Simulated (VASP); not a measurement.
A VASP calculation is set up with these files.

### KPOINTS
```
kpoints
0
gamma
5 5 5
0 0 0
```

### INCAR
```
ALGO  =  Normal
EDIFF  =  1E-6
EDIFFG  =  -0.02
ENCUT  =  400
GGA  =  PE
IBRION  =  2
ISIF  =  3
ISMEAR  =  0
LASPH  =  .TRUE.
LCHARG  =  .FALSE.
LMAXMIX  =  4
LREAL  =  .FALSE.
LWAVE  =  .FALSE.
NELM  =  100
NSW  =  60
PREC  =  Accurate
SIGMA  =  0.05
SYSTEM  =  MgCdTe2
```

POSCAR:
```
MgCdTe2
1.0
  2.3268515472   1.3434084762   7.5567302173
 -2.3268515472   1.3434084762   7.5567302173
  0.0000000000  -2.6868169524   7.5567302173
Mg Cd Te
1 1 2
Cart
  0.0000000000  -0.0000000000  11.3531363657
  0.0000000000  -0.0000000000  22.6582579749
 -0.0000000000  -0.0000000000  19.7970649491
  0.0000000000  -0.0000000000   8.5342476204
```

POTCAR, in this order: Mg Cd Te (PBE.64 set). Program: vasp_std.

Task: Write an equivalent input for Quantum ESPRESSO's pw.x.

Result: One equivalent input (not run):
```
&CONTROL
  calculation = 'vc-relax'
  pseudo_dir = './pseudo'
  outdir = './out'
  tprnfor = .true.
  tstress = .true.
  nstep = 60
  forc_conv_thr = 0.00078
/
&SYSTEM
  ibrav = 0
  nat = 4
  ntyp = 3
  ecutwfc = 102
  occupations = 'smearing'
  smearing = 'gaussian'
  degauss = 0.003675
  input_dft = 'pbe'
/
&ELECTRONS
  conv_thr = 7.3e-08
  electron_maxstep = 100
/
&IONS
/
&CELL
/
ATOMIC_SPECIES
  Mg 24.305 Mg.upf
  Cd 112.414 Cd.upf
  Te 127.600 Te.upf
CELL_PARAMETERS angstrom
     2.3268515    1.3434085    7.5567302
    -2.3268515    1.3434085    7.5567302
     0.0000000   -2.6868170    7.5567302
ATOMIC_POSITIONS crystal
  Mg   0.5007958  0.5007958  0.5007958
  Cd   0.9994736  0.9994736  0.9994736
  Te   0.8732642  0.8732642  0.8732642
  Te   0.3764524  0.3764524  0.3764524
K_POINTS automatic
  5 5 5 0 0 0
```
Limits of the translation: the potentials are each code's own (VASP's PAW set, PseudoDojo norm-conserving files in pw.x), so ENCUT and ecutwfc are chosen apart and not converted; conv_thr bounds pw.x's estimated SCF error, while EDIFF bounds the energy change between steps; forc_conv_thr acts on force components and is met together with etot_conv_thr.

The structure comes from a computed database's MgCdTe2 entry (R3m); how it stands against other phases isn't given here. This run relaxes it. Symmetry was kept, so distortions that lower it aren't found. The start is the result of an earlier pass.
